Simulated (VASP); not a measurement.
InP: work function with PBE

InP, a slab with vacuum:

```xyz
8
Lattice="4.1444 0.0000 0.0000 -2.0722 3.5891 0.0000 0.0000 0.0000 25.9975" Properties=species:S:1:pos:R:3 pbc="T T T"
P     0.0000    0.0000    7.5000
P     0.0000    2.3927   10.8838
P     2.0722    1.1964   14.2677
P     0.0000    0.0000   17.6515
In    0.0000    2.3927    8.3460
In    2.0722    1.1964   11.7298
In    0.0000    0.0000   15.1137
In    0.0000    2.3927   18.4975
```

The cell isn't the ideal one: the (1 1 1) slab of InP, cut from the database cell, not relaxed.

```
Program                : VASP 6.6.1
Task                   : work function
Functional             : PBE
Potentials or basis    : VASP PAW PBE potentials, release 64 (P, In_d)
Cutoff                 : 520 eV
k mesh                 : 8 × 8 × 1
Occupations            : gaussian, width 0.05 eV
Spin                   : no spin polarisation
Dipole correction      : yes
Further INCAR settings : ALGO = Fast; EDIFF = 1e-07
```

```json
{
 "Largest force": "0.525 eV/Å",
 "Band gap on the k mesh": "none (metal or under the smearing width)",
 "Work function of the upper face": "3.52 eV",
 "Work function of the lower face": "6.06 eV"
}
```

Forces on the atoms (eV/Å):
```
P    0.000  0.000 -0.208
P    0.000  0.000  0.525
P    0.000  0.000  0.359
P    0.000  0.000  0.496
In   0.000  0.000 -0.477
In   0.000  0.000 -0.408
In   0.000  0.000 -0.422
In   0.000  0.000  0.136
```

Levels at points of the mesh, in eV from the Fermi level:
```csv
k point,band 32,band 33,band 34,band 35,band 36,band 37,band 38,band 39,band 40,band 41
"(0.00, 0.00, 0.00)",-0.84,-0.59,-0.59,0.27,0.29,0.29,0.88,1.42,1.56,2.17
"(0.50, 0.00, 0.00)",-2.30,-2.01,-1.73,-0.87,-0.38,0.00,1.30,1.76,2.09,2.55
```

Run time: 15 min on 1 thread of Intel(R) Xeon(R) Platinum 8488C (Sapphire Rapids), on a shared host, peak memory 0.54 GiB.
